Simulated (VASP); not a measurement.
Consider the following.

```
AuCu
1.0
    2.85600     0.00000     0.00000
    0.00000     2.85600     0.00000
    0.00000     0.00000     3.74340
Cu Au
1 1
Direct
  0.00000   0.00000   0.00000
  0.50000   0.50000   0.50000
```

Method: PBE GGA, VASP's PBE PAW potentials (set 64) (plane waves; VASP). Numerical set-up: 400 eV cut-off, 11×11×9 Γ-centred mesh, first-order Methfessel-Paxton smearing of 0.50 eV, potentials Cu Au.

Task: Give the stress tensor in GPa (positive for a compressed cell).

Result: 
```
-2.57   0.00   0.00
 0.00  -2.57   0.00
 0.00   0.00  -2.75
```
The pressure is its mean diagonal, -2.63 GPa.

The compound is CuAu in the L1_0 structure. The cell was not relaxed at this level. The run is one of a series of settings (SIGMA = 0.5 against the base run), some of them coarse on purpose.
